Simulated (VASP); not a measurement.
Consider the following.

```
CaO
1.0
    0.00000     2.40044     2.40044
    2.40044     0.00000     2.40044
    2.40044     2.40044     0.00000
Ca O
1 1
Direct
  0.00000   0.00000   0.00000
  0.50000   0.50000   0.50000
```

These are PBE GGA with D3 dispersion (zero damping), VASP's PBE PAW potentials (set 64) (plane waves; VASP) values and carry that method's errors. Numerical set-up: 520 eV cut-off, Gaussian smearing of 0.050 eV, potentials Ca_sv O.

### Question
Give the energies of bands 6 to 11 at the high-symmetry points, in eV from the valence-band maximum.

### Answer

```
band     Γ      X      U      L      W
----  ----  -----  -----  -----  -----
6     0.00  -1.30  -1.34  -2.65  -1.29
7     0.00  -0.37  -1.21  -1.21  -1.06
8     0.00  -0.37  -0.79  -1.21  -1.06
9     4.74   3.63   5.14   7.07   6.33
10    6.23   8.07   8.01   8.37   6.33
11    6.23   8.91   8.59   8.37   8.41
```

The gap is indirect, 3.63 eV, from the valence maximum at Γ to the conduction minimum at X.

The compound is CaO in the rock salt structure. It was relaxed first.
